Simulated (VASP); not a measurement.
Energy against volume of C (diamond). These are revTPSS meta-GGA, VASP's PBE PAW potentials (set 64) (plane waves; VASP) values and carry that method's errors. Numerical set-up: 520 eV cut-off, 13×13×13 Γ-centred mesh, Gaussian smearing of 0.050 eV, potentials C.

```
V (Å³/atom)  E (eV/atom)
-----------  -----------
5.312          -10.21422
5.481          -10.23803
5.651          -10.24570
5.820          -10.23937
```

Fit these four points and predict the energy of the run at 5.990 Å³/atom.

A cubic in V^(−2/3), the third-order Birch-Murnaghan form, passes through the four points with V0 = 5.65 Å³/atom and B0 = 439 GPa, and gives -10.2209 eV/atom there. The run gave -10.2209 eV/atom, +0.0 meV/atom from the fit; all five points give B0 = 439 GPa.

The compound is C in the diamond structure. It was relaxed first.
